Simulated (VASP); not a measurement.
**Band gap of MoS2 at several levels of theory**

Aim: the gap of MoS2 on one structure at many levels of theory. The starting structure is a measured crystal structure from the Crystallography Open Database. Cell and atoms stay as given. Meshes and data sets differ where the inputs say so.

Main program and level: VASP 6.6.1; Kohn-Sham DFT with plane waves and PAW; 9 levels of theory, named at each step.

The database entry behind the starting cell differs from later determinations by our own check (about 0.3 % long), so it need not match the best structure at ambient conditions.

**1. Starting point**

Symmetry: P6_3/mmc, No. 194, hexagonal system. The conventional cell has a = 3.169 Å, b = 3.169 Å, c = 12.324 Å, α = 90.00°, β = 90.00°, γ = 120.00°. Nearest to Mo lie 6 S at 2.41 Å. S has 3 Mo at 2.41 Å nearest. Farther neighbours and most contacts between anions are not listed.

**2. Bands with LDA**

LDA, the lowest rung, knows the local density alone.

INCAR reads:

```
SYSTEM = MoS2
PREC = Accurate
ENCUT = 350
EDIFF = 1E-06
NELM = 100
ISMEAR = 0
SIGMA = 0.03
LREAL = .FALSE.
ALGO = Normal
GGA = CA
NBANDS = 42
LORBIT = 11
LWAVE = .FALSE.
LCHARG = .FALSE.
KPAR = 4
```

POSCAR reads:

```
MoS2
1.0
    3.1690000000      0.0000000000      0.0000000000
   -1.5845000000      2.7444345046      0.0000000000
    0.0000000000      0.0000000000     12.3240000000
Mo S
2 4
Direct
    0.6666666667      0.3333333333      0.7500000000
    0.3333333333      0.6666666667      0.2500000000
    0.6666666667      0.3333333333      0.3770000000
    0.3333333333      0.6666666667      0.8770000000
    0.6666666667      0.3333333333      0.1230000000
    0.3333333333      0.6666666667      0.6230000000
```

KPOINTS reads:

```
Automatic mesh
0
Gamma
8 8 2
0 0 0
```

KPOINTS_OPT reads:

```
Line mode
8
Line-mode
Reciprocal
  0.00000000   0.00000000   0.00000000 GAMMA
  0.50000000   0.00000000   0.00000000 M

  0.50000000   0.00000000   0.00000000 M
  0.33333333   0.33333333   0.00000000 K

  0.33333333   0.33333333   0.00000000 K
  0.00000000   0.00000000   0.00000000 GAMMA

  0.00000000   0.00000000   0.00000000 GAMMA
  0.00000000   0.00000000   0.50000000 A

  0.00000000   0.00000000   0.50000000 A
  0.50000000   0.00000000   0.50000000 L

  0.50000000   0.00000000   0.50000000 L
  0.33333333   0.33333333   0.50000000 H

  0.33333333   0.33333333   0.50000000 H
  0.00000000   0.00000000   0.50000000 A

  0.50000000   0.00000000   0.50000000 L
  0.50000000   0.00000000   0.00000000 M

  0.33333333   0.33333333   0.00000000 K
  0.33333333   0.33333333   0.50000000 H
```

Potentials, in the order of the species: Mo_sv and S (LDA family, release 64).

Launch:

```bash
mpirun -np 4 vasp_std
```

Output:

```text
[banner, memory and clock lines left out]
running    4 mpi-ranks, on    1 nodes
 distrk:  each k-point on    1 cores,    4 groups
 distr:  one band on    1 cores,    1 groups

 POSCAR found type information on POSCAR MoS
 POSCAR found :  2 types and       6 ions
 LDA part: xc-table for (Slater(with rela. corr.)+CA(PZ))
 , standard interpolation
 POSCAR, INCAR and KPOINTS ok, starting setup
 FFT: planning ... GRIDC
 FFT: planning ... GRID_SOFT
 FFT: planning ... GRID
 WAVECAR not read
 entering main loop
       N       E                     dE             d eps       ncg     rms          rms(c)
DAV:   1     0.351699894468E+03    0.35170E+03   -0.23340E+04  1840   0.868E+02
DAV:   2    -0.349604167816E+02   -0.38666E+03   -0.37124E+03  1972   0.284E+02
DAV:   3    -0.516610956963E+02   -0.16701E+02   -0.16479E+02  2056   0.562E+01
DAV:   4    -0.518869952368E+02   -0.22590E+00   -0.22565E+00  1976   0.687E+00
DAV:   5    -0.518906741149E+02   -0.36789E-02   -0.36778E-02  2050   0.853E-01    0.344E+01
DAV:   6    -0.496935693739E+02    0.21971E+01   -0.88787E+00  1876   0.196E+01    0.113E+01
DAV:   7    -0.492412964819E+02    0.45227E+00   -0.36888E+00  1802   0.131E+01    0.880E+00
DAV:   8    -0.488852045424E+02    0.35609E+00   -0.59788E-01  1862   0.547E+00    0.206E+00
DAV:   9    -0.488839177406E+02    0.12868E-02   -0.53896E-02  1984   0.948E-01    0.719E-01
DAV:  10    -0.488807418571E+02    0.31759E-02   -0.11001E-02  1896   0.640E-01    0.193E-01
DAV:  11    -0.488807186516E+02    0.23205E-04   -0.88729E-04  1986   0.135E-01    0.102E-01
DAV:  12    -0.488806571543E+02    0.61497E-04   -0.11622E-04  1910   0.470E-02    0.782E-02
DAV:  13    -0.488806416529E+02    0.15501E-04   -0.84115E-05  1966   0.456E-02    0.158E-02
DAV:  14    -0.488806415520E+02    0.10081E-06   -0.62103E-06  1740   0.134E-02
   1 F= -.48880642E+02 E0= -.48880642E+02  d E =-.178474E-11
 Start KPOINTS_OPT (optional k-point list driver)
k-point batch [1-20\72]
       N       E                     dE             ncg
DAV:   1    -0.198844011575E+04   -0.28057E+05     1880
DAV:   2    -0.954914727713E+04   -0.75607E+04     1956
DAV:   3    -0.986756165987E+04   -0.31841E+03     2044
DAV:   4    -0.987180741269E+04   -0.42458E+01     1992
DAV:   5    -0.987187333786E+04   -0.65925E-01     2034
DAV:   6    -0.987187484220E+04   -0.15043E-02     2064
DAV:   7    -0.987187488063E+04   -0.38427E-04     2058
DAV:   8    -0.987187488161E+04   -0.98154E-06     1398
[...]
k-point batch [61-72\72]
       N       E                     dE             ncg
DAV:   1     0.641095420333E+04   -0.22091E+05     1144
DAV:   2     0.192493362143E+04   -0.44860E+04     1132
DAV:   3     0.173144959239E+04   -0.19348E+03     1204
DAV:   4     0.172885153025E+04   -0.25981E+01     1176
DAV:   5     0.172881355155E+04   -0.37979E-01     1188
DAV:   6     0.172881272455E+04   -0.82700E-03     1232
DAV:   7     0.172881270519E+04   -0.19359E-04     1204
DAV:   8     0.172881270472E+04   -0.46981E-06      816
```

The job ended after 16 s (4 MPI ranks of Intel Xeon 6975P-C (Granite Rapids), shared host; peak memory 0.76 GiB; 63 s of CPU time).

Lines that name or quote the potential files are left out of all logs, and their timing lines are given in words.

Parts of OUTCAR (step 2):

```text
ion  position               nearest neighbor table
   1  0.667  0.333  0.750-   4 2.41   6 2.41   4 2.41   6 2.41   4 2.41   6 2.41
   2  0.333  0.667  0.250-   3 2.41   5 2.41   3 2.41   5 2.41   3 2.41   5 2.41
   3  0.667  0.333  0.377-   2 2.41   2 2.41   2 2.41
   4  0.333  0.667  0.877-   1 2.41   1 2.41   1 2.41
   5  0.667  0.333  0.123-   2 2.41   2 2.41   2 2.41
   6  0.333  0.667  0.623-   1 2.41   1 2.41   1 2.41

  LATTYP: Found a hexagonal cell.
 ALAT       =     3.1690000000
 C/A-ratio  =     3.8889239508

 Subroutine GETGRP returns: Found 24 space group operations
 (whereof 12 operations were pure point group operations)

The static configuration has the point symmetry D_3d.
 The point group associated with its full space group is D_6h.

 Found     20 irreducible k-points:

   k-points           NKPTS =     20   k-points in BZ     NKDIM =     20   number of bands    NBANDS=     42

   dimension x,y,z NGX =    20 NGY =   20 NGZ =   80
   dimension x,y,z NGXF=    40 NGYF=   40 NGZF=  160

   ENCUT  =  350.0 eV  25.72 Ry    5.07 a.u.   4.83  4.83 18.80*2*pi/ulx,y,z

   NELECT =      52.0000    total number of electrons

 k-points in reciprocal lattice and weights: Automatic mesh
   0.00000000  0.00000000  0.00000000       0.008
   0.12500000  0.00000000  0.00000000       0.047
   0.25000000  0.00000000  0.00000000       0.047
   0.37500000 -0.00000000  0.00000000       0.047
   0.50000000  0.00000000  0.00000000       0.023
   0.12500000  0.12500000  0.00000000       0.047
   0.25000000  0.12500000  0.00000000       0.094
   0.37500000  0.12500000  0.00000000       0.094
   0.25000000  0.25000000  0.00000000       0.047
[...]
0.25000000  0.25000000  0.50000000       0.047
   0.37500000  0.25000000  0.50000000       0.047

 average (electrostatic) potential at core
       1 -74.8722       2 -74.8722       3 -84.9896       4 -84.9896       5 -84.9896
       6 -84.9896

 E-fermi :   7.4843

 k-point     1 :       0.0000    0.0000    0.0000
  band No.  band energies     occupation
    ...
     22       5.2225      2.00000
     23       5.2225      2.00000
     24       6.1556      2.00000
     25       6.1953      2.00000
     26       7.3566      2.00000
     27       9.4438      0.00000
     28       9.4438      0.00000
     29       9.4716      0.00000
     30       9.4716      0.00000
     31       9.6200      0.00000
    ...

 k-point     2 :       0.1250    0.0000    0.0000
  band No.  band energies     occupation
    ...
     22       4.8809      2.00000
     23       5.3314      2.00000
     24       6.1688      2.00000
     25       6.3413      2.00000
     26       6.8986      2.00000
     27       9.1123      0.00000
     28       9.2159      0.00000
     29       9.3537      0.00000
     30       9.3672      0.00000
     31       9.4532      0.00000
    ...

 k-point     3 :       0.2500    0.0000    0.0000
  band No.  band energies     occupation
    ...
     22       4.9604      2.00000
     23       5.0509      2.00000
     24       5.7725      2.00000
     25       5.8384      2.00000
     26       5.9709      2.00000
     27       8.5117      0.00000
     28       8.9368      0.00000
     29       9.1544      0.00000
     30       9.3768      0.00000
     31       9.3858      0.00000
    ...

  Total       -4.0709331     -4.0709331     -3.7942663      0.0000000      0.0000000      0.0000000
  in kB      -60.8524047    -60.8524047    -56.7167830      0.0000000      0.0000000      0.0000000
  external PRESSURE =     -59.4738641 kB  Pullay stress =       0.0000000 kB

  energy-cutoff  :      350.00
  volume of cell :      107.18
      direct lattice vectors                 reciprocal lattice vectors
     3.169000000  0.000000000  0.000000000     0.315556958  0.182186895  0.000000000
    -1.584500000  2.744434505  0.000000000     0.000000000  0.364373789  0.000000000
     0.000000000  0.000000000 12.324000000     0.000000000  0.000000000  0.081142486

 POSITION                                       TOTAL-FORCE (eV/Angst)
 -----------------------------------------------------------------------------------
      1.58450      0.91481      9.24300        -0.000000     -0.000000      0.000000
     -0.00000      1.82962      3.08100         0.000000     -0.000000      0.000000
      1.58450      0.91481      4.64615         0.000000      0.000000     -0.461400
     -0.00000      1.82962     10.80815        -0.000000     -0.000000     -0.461400
      1.58450      0.91481      1.51585         0.000000      0.000000      0.461400
     -0.00000      1.82962      7.67785        -0.000000     -0.000000      0.461400
 -----------------------------------------------------------------------------------
    total drift:                               -0.000000      0.000000     -0.000000

  FREE ENERGIE OF THE ION-ELECTRON SYSTEM (eV)
  ---------------------------------------------------
  free  energy   TOTEN  =       -48.8806415520 eV

  energy  without entropy=      -48.8806415520  energy(sigma->0) =      -48.88064155

 total charge
# of ion       s       p       d       tot
------------------------------------------
    1        2.295   6.221   3.967  12.483
    2        2.295   6.221   3.967  12.483
    3        1.362   2.322   0.000   3.685
    4        1.362   2.322   0.000   3.685
    5        1.362   2.322   0.000   3.685
    6        1.362   2.322   0.000   3.685
--------------------------------------------------
tot         10.040  21.730   7.935  39.704

[... 3 further parts left out ...]
```

Spin-orbit coupling is off here; it would split degenerate levels. At this level the cell is under a tension of 5.9 GPa, so at these settings it is away from equilibrium.

LDA gives a least gap of 0.825 eV, and a least direct gap of 1.655 eV.

**3. Bands with PBE**

PBE, the usual starting point, adds the gradient of the density.

INCAR, as its differences from that of step 2:

```diff
@@ -9,3 +9,3 @@
 ALGO = Normal
-GGA = CA
+GGA = PE
 NBANDS = 42
```

POSCAR is that of step 2.

KPOINTS is that of step 2.

KPOINTS_OPT is that of step 2.

Potentials, in the order of the species: Mo_sv and S (PBE family, release 64).

Launch:

```bash
mpirun -np 4 vasp_std
```

Output:

```text
[banner, memory and clock lines left out]
running    4 mpi-ranks, on    1 nodes
[...]
LDA part: xc-table for (Slater+PW92), standard interpolation
 POSCAR, INCAR and KPOINTS ok, starting setup
[...]
entering main loop
       N       E                     dE             d eps       ncg     rms          rms(c)
DAV:   1     0.339635345695E+03    0.33964E+03   -0.23664E+04  1848   0.866E+02
DAV:   2    -0.314777992714E+02   -0.37111E+03   -0.35613E+03  2036   0.276E+02
DAV:   3    -0.463576589344E+02   -0.14880E+02   -0.14695E+02  2064   0.528E+01
DAV:   4    -0.465555724794E+02   -0.19791E+00   -0.19772E+00  2038   0.643E+00
[...]
DAV:  13    -0.435878017929E+02   -0.19491E-04   -0.94810E-05  1844   0.418E-02    0.189E-02
DAV:  14    -0.435878036355E+02   -0.18426E-05   -0.86951E-06  1802   0.131E-02    0.569E-03
DAV:  15    -0.435878044447E+02   -0.80919E-06   -0.14752E-06  1574   0.498E-03
   1 F= -.43587804E+02 E0= -.43587804E+02  d E =-.102203E-13
 Start KPOINTS_OPT (optional k-point list driver)
k-point batch [1-20\72]
       N       E                     dE             ncg
DAV:   1    -0.230275459803E+04   -0.28371E+05     1896
DAV:   2    -0.950920387687E+04   -0.72064E+04     2004
DAV:   3    -0.979717975965E+04   -0.28798E+03     2062
DAV:   4    -0.980107952828E+04   -0.38998E+01     2040
DAV:   5    -0.980114216866E+04   -0.62640E-01     2054
DAV:   6    -0.980114367934E+04   -0.15107E-02     2120
DAV:   7    -0.980114372007E+04   -0.40725E-04     2062
DAV:   8    -0.980114372116E+04   -0.10966E-05     1440
DAV:   9    -0.980114372129E+04   -0.12749E-06     1358
[...]
k-point batch [61-72\72]
       N       E                     dE             ncg
DAV:   1     0.622934101933E+04   -0.22272E+05     1152
DAV:   2     0.194799627049E+04   -0.42813E+04     1172
DAV:   3     0.177289476845E+04   -0.17510E+03     1212
DAV:   4     0.177055397803E+04   -0.23408E+01     1200
DAV:   5     0.177051741559E+04   -0.36562E-01     1236
DAV:   6     0.177051661962E+04   -0.79597E-03     1232
DAV:   7     0.177051659966E+04   -0.19962E-04     1260
DAV:   8     0.177051659920E+04   -0.45675E-06      808
```

Run time: 22 s. Hardware: 4 MPI ranks; peak memory 0.84 GiB; 84 s of CPU time.

From OUTCAR (step 3):

```text
  Total        0.8619732      0.8619732      1.1048939      0.0000000      0.0000000      0.0000000
  in kB       12.8847962     12.8847962     16.5159796      0.0000000      0.0000000      0.0000000
  external PRESSURE =      14.0951907 kB  Pullay stress =       0.0000000 kB

 POSITION                                       TOTAL-FORCE (eV/Angst)
 -----------------------------------------------------------------------------------
      1.58450      0.91481      9.24300         0.000000     -0.000000      0.000000
     -0.00000      1.82962      3.08100        -0.000000      0.000000      0.000000
      1.58450      0.91481      4.64615         0.000000      0.000000     -0.072819
     -0.00000      1.82962     10.80815        -0.000000      0.000000     -0.072819
      1.58450      0.91481      1.51585         0.000000     -0.000000      0.072819
     -0.00000      1.82962      7.67785        -0.000000     -0.000000      0.072819
 -----------------------------------------------------------------------------------
    total drift:                               -0.000000      0.000000     -0.000000

  FREE ENERGIE OF THE ION-ELECTRON SYSTEM (eV)
  ---------------------------------------------------
  free  energy   TOTEN  =       -43.5878044447 eV

  energy  without entropy=      -43.5878044447  energy(sigma->0) =      -43.58780444

[... 2 parts as in an earlier step ...]

[... 1 further part left out ...]
[key lines of the parts left out:]
E-fermi :   7.6341
```

PBE gives a least gap of 0.901 eV, and a least direct gap of 1.659 eV. The least gap is +0.076 eV from that of LDA.

**4. Bands with r2SCAN**

r2SCAN adds the kinetic-energy density, costs more than a GGA and is run with LASPH.

INCAR, as its differences from that of step 3:

```diff
@@ -9,3 +9,4 @@
 ALGO = Normal
-GGA = PE
+METAGGA = R2SCAN
+LASPH = .TRUE.
 NBANDS = 42
```

POSCAR is that of step 3.

KPOINTS is that of step 3.

KPOINTS_OPT is that of step 3.

Launch:

```bash
mpirun -np 4 vasp_std
```

Output:

```text
[banner, memory and clock lines left out]
running    4 mpi-ranks, on    1 nodes
[...]
|                                                                             |
|               ----> ADVICE to this user running VASP <----                  |
|                                                                             |
|     You enforced a specific xc type in the INCAR file but a different       |
|     [... a line on the potential file left out ...]
|     I HOPE YOU KNOW WHAT YOU ARE DOING!                                     |
|                                                                             |

 LDA part: xc-table for (None), standard interpolation
 POSCAR, INCAR and KPOINTS ok, starting setup
[...]
entering main loop
       N       E                     dE             d eps       ncg     rms          rms(c)
DAV:   1     0.288314526904E+03    0.28831E+03   -0.24141E+04  1840   0.888E+02
DAV:   2    -0.940566228667E+02   -0.38237E+03   -0.36719E+03  2044   0.284E+02
[...]
DAV:  15    -0.900436642183E+02    0.12571E-05   -0.78090E-07  1178   0.495E-03    0.892E-03
DAV:  16    -0.900436636612E+02    0.55709E-06   -0.94230E-08   962   0.162E-03
   1 F= -.90043664E+02 E0= -.90043664E+02  d E =-.319119E-15
 Start KPOINTS_OPT (optional k-point list driver)
k-point batch [1-20\72]
       N       E                     dE             ncg
DAV:   1    -0.274350508687E+04   -0.28812E+05     1888
DAV:   2    -0.102705783312E+05   -0.75271E+04     2004
DAV:   3    -0.105667973670E+05   -0.29622E+03     2038
DAV:   4    -0.105706683924E+05   -0.38710E+01     2048
DAV:   5    -0.105707286683E+05   -0.60276E-01     2030
DAV:   6    -0.105707300533E+05   -0.13850E-02     2112
DAV:   7    -0.105707300890E+05   -0.35656E-04     2062
DAV:   8    -0.105707300899E+05   -0.92822E-06     1424
[...]
k-point batch [61-72\72]
       N       E                     dE             ncg
DAV:   1     0.594688487063E+04   -0.22555E+05     1152
DAV:   2     0.148850766914E+04   -0.44584E+04     1172
DAV:   3     0.130943300222E+04   -0.17907E+03     1206
DAV:   4     0.130712750991E+04   -0.23055E+01     1208
DAV:   5     0.130709285505E+04   -0.34655E-01     1220
DAV:   6     0.130709214822E+04   -0.70683E-03     1232
DAV:   7     0.130709213081E+04   -0.17412E-04     1242
DAV:   8     0.130709213039E+04   -0.41968E-06      816
```

Run time: 63 s. Hardware: 4 MPI ranks; peak memory 0.78 GiB.

Parts of OUTCAR (step 4):

```text
  Total        0.5711855      0.5711855     -0.2537441      0.0000000      0.0000000      0.0000000
  in kB        8.5380941      8.5380941     -3.7929728      0.0000000      0.0000000      0.0000000
  external PRESSURE =       4.4277385 kB  Pullay stress =       0.0000000 kB

 POSITION                                       TOTAL-FORCE (eV/Angst)
 -----------------------------------------------------------------------------------
      1.58450      0.91481      9.24300        -0.000000      0.000000      0.000000
     -0.00000      1.82962      3.08100         0.000000      0.000000      0.000000
      1.58450      0.91481      4.64615         0.000000      0.000000     -0.235549
     -0.00000      1.82962     10.80815         0.000000     -0.000000     -0.235549
      1.58450      0.91481      1.51585         0.000000      0.000000      0.235549
     -0.00000      1.82962      7.67785        -0.000000     -0.000000      0.235549
 -----------------------------------------------------------------------------------
    total drift:                               -0.000000      0.000000     -0.000000

  FREE ENERGIE OF THE ION-ELECTRON SYSTEM (eV)
  ---------------------------------------------------
  free  energy   TOTEN  =       -90.0436636612 eV

  energy  without entropy=      -90.0436636612  energy(sigma->0) =      -90.04366366

[... 2 parts as in an earlier step ...]

[... 1 further part left out ...]
[key lines of the parts left out:]
E-fermi :   7.5396
```

r2SCAN gives a least gap of 1.008 eV, and a least direct gap of 1.770 eV. The least gap is +0.183 eV from that of LDA.

[end of part 1 of 3]

[Lines on the potential files, build, host, timing and source positions are cut from VASP's logs without a mark.]

[Logs are printed without paths, hosts, clocks, repeated set-up lines and the standing remarks that a program may print on its own settings, such as how far it seeks lower states.]

[Hosts, paths, dates, database ids (printed as entryN), source tags and the programs' standing remarks are cut or masked in the printed files.]
